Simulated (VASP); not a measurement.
Consider the following.

```
CELL_PARAMETERS angstrom
     -0.01680     6.25605     6.30082
      6.25605    -0.01680     6.30082
      3.11962     3.11962     0.00000
ATOMIC_POSITIONS crystal
  Cd 0.99617 0.99617 0.00765
  Cd 0.99478 0.50594 0.99928
  Cd 0.50594 0.99478 0.99928
  Te 0.12561 0.12561 0.24877
  Te 0.15851 0.61343 0.22806
  Te 0.61343 0.15851 0.22806
  Te 0.60577 0.60577 0.28847
  Be 0.49979 0.49979 0.00042
```

Computed with PBEsol GGA, VASP's PBE PAW potentials (set 64) (plane waves; VASP). Run with 400 eV cut-off, 4×4×7 Γ-centred mesh, tetrahedra with Blöchl corrections, potentials Cd Te Be.

The cores are frozen, which limits the accuracy of field gradients.

Q: Give the principal components of the electric field gradient (V/Å²) and the asymmetry η at each nucleus.

A: 
```tsv
atom	Vxx	Vyy	Vzz	η
Cd1	-15.1	-6.3	21.4	0.41
Cd2	15.8	5.3	-21.1	0.50
Cd3	15.8	5.3	-21.1	0.50
Te4	11.9	11.5	-23.4	0.02
Te5	-34.4	-30.3	64.7	0.06
Te6	-34.4	-30.3	64.7	0.06
Te7	32.4	26.7	-59.1	0.10
Be8	0.8	0.4	-1.1	0.35
```

The structure was generated: BeCd3Te4 was put into an ordered model structure (Amm2), which need not be its known phase. It was relaxed first.
